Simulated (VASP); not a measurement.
Set up this calculation in VASP 6.6.1, as the native input.

| Property | Result |
| --- | --- |
| Task | relaxation of the atoms |
| Functional | PBE |
| Potentials or basis | VASP PAW PBE potentials, release 64 (Br, Rb_sv) |
| Cutoff | 520 eV |
| k mesh | 1 × 1 × 1 |
| Occupations | gaussian, width 0.01 eV |
| Spin | no spin polarisation |
| Further INCAR settings | ALGO = Normal; EDIFF = 1e-06; IBRION = 2; EDIFFG = -0.01; NSW = 40 |

The structure of BrRb lies in POSCAR:

```
RbBr
1.0
    9.0000000000      0.0000000000      0.0000000000
    0.0000000000      9.0000000000      0.0000000000
    0.0000000000      0.0000000000     12.0000000000
Br Rb
1 1
Direct
    0.5007930000      0.5034800000      0.3803820000
    0.5015290000      0.5045310000      0.6247500000
```

The cell isn't the ideal one: atoms moved at random, drawn with an rms of 0.02 Å.

One way to write it, as run:

INCAR

```
SYSTEM = RbBr
PREC = Accurate
ENCUT = 520
EDIFF = 1E-6
ISMEAR = 0
SIGMA = 0.01
LREAL = .False.
LASPH = .True.
NELM = 100
ALGO = Normal
ISIF = 2
LWAVE = .False.
LCHARG = .False.
GGA = PE
IBRION = 2
NSW = 40
EDIFFG = -0.01
```

KPOINTS

```
Automatic mesh
0
Gamma
  1 1 1
  0 0 0
```

Potentials or basis: VASP PAW PBE potentials, release 64 (Br, Rb_sv).

The run is started by

```sh
$ cat potpaw_PBE.64/Br/POTCAR potpaw_PBE.64/Rb_sv/POTCAR > POTCAR
$ mpirun -np 1 vasp_gam > vasp.out
```

Results of the run:

```json
{
 "Energy gained by relaxing": "0.9 meV/atom",
 "Ionic steps": "3",
 "Largest force after relaxing": "0.004 eV/Å",
 "Gap between the frontier levels": "2.72 eV"
}
```

Run time: 82 s on 1 thread of Intel(R) Xeon(R) 6975P-C (Granite Rapids), with other jobs on the host, peak memory 0.88 GiB.
